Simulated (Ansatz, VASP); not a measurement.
**ZnPt in VASP and in Ansatz**

```
Zn Pt
1.0
     2.80672    0.00000    0.00000
     0.00000    2.80672    0.00000
     0.00000    0.00000    3.51000
Zn Pt
1 1
Direct
  0.50000 0.50000 0.50000
  0.00000 0.00000 0.00000
```

Change from the starting cell: equal xx and yy strain of -2 %.

Alike in both runs: task single point; functional PBEsol; k mesh 11 × 11 × 9; occupations fermi-dirac, width 0.05 eV; no spin polarisation.

|  | VASP | Ansatz |
| --- | --- | --- |
| version | VASP 6.6.1 | Ansatz 0.2.0 |
| potentials or method | VASP PAW PBE potentials, release 64 (Zn, Pt), cutoff 520 eV | all-electron LAPW, scalar-relativistic |

```csv
,VASP,Ansatz,Ansatz less VASP
pressure (GPa),2.6,2.1,-0.47
largest component of the traceless stress (GPa),1.10,1.21,+0.111
```

Ansatz ran all-electron here, so the differences hold the error of VASP's frozen core and of both bases.

Caveats: the PAW data sets were made with another functional, which shifts forces and pressure a little (VASP). The runs have no spin-orbit coupling, so splittings on Pt are missing.
